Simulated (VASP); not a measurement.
Here is the system:

```
Ga3Hg
1.0
   -2.06200     2.06200     4.51780
    2.06200    -2.06200     4.51780
    2.06200     2.06200    -4.51780
Ga Hg
3 1
Cartesian
  0.00000   2.06200   2.25890
  2.06200   0.00000   2.25890
  0.00000   0.00000   4.51780
  2.06200  -2.06200   4.51780
```

Level of theory: PBEsol GGA, VASP's PBE PAW potentials (set 64) (plane waves; VASP). Run with 400 eV cut-off, Gaussian smearing of 0.050 eV, potentials Ga_d Hg.

Unless said otherwise, spin-orbit coupling is left out, though it shifts the bands of the heavy elements here.

Problem. What does the run give for the band gap (along the path) with the smallest direct gap where there is one?

Solution. 
```
Item                                                         Result
-------------------------  ----------------------------------------
band gap (along the path)  none (metal, semimetal or under 0.01 eV)
```

Total energies compare only between runs with the same potentials, cut-off and functional.

The structure comes from a computed database's Ga3Hg entry (I4/mmm); how it stands against other phases isn't given here. It was relaxed first, which changed the volume by -8 %. The electron count is odd and the run is not spin-polarised, which forces a metal.
